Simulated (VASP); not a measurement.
```
CELL_PARAMETERS angstrom
      0.00000     3.02940     3.02940
      3.02940     0.00000     3.02940
      3.02940     3.02940     0.00000
ATOMIC_POSITIONS crystal
  Pb 0.00000 0.00000 0.00000
  F  0.25000 0.25000 0.25000
  F  0.75000 0.75000 0.75000
```

The base run (VASP): PBE GGA, plane waves, VASP's PBE PAW potentials (set 64). Settings: 520 eV cut-off, 6×6×6 Γ-centred mesh, Gaussian smearing of 0.050 eV, potentials Pb_d F.

One setting is varied; ΔE counts from the base run. The base run took about 9 core-seconds. Costs are core time on shared hosts, one run each; read them as rough ratios.

Pressures at a finite cut-off, here 520 eV, hold a Pulay part, which wasn't tested here.

```
setting      cost over the base run  electronic steps  bands  ΔE (meV/atom)  pressure (GPa)
-----------  ----------------------  ----------------  -----  -------------  --------------
NBANDS = 16    within a factor of 2                14     16            0.0           -1.99
NBANDS = 15    within a factor of 2                15     15            0.0           -2.00
base run                  reference                14     18            0.0           -1.99
NBANDS = 22    within a factor of 2                14     22            0.0           -1.99
NBANDS = 36    within a factor of 2                14     36            0.0           -2.00
```

Left out are runs that failed, have no time on record or changed the cell.

The compound is PbF2 in the fluorite structure, the β form. The cell was not relaxed at this level.
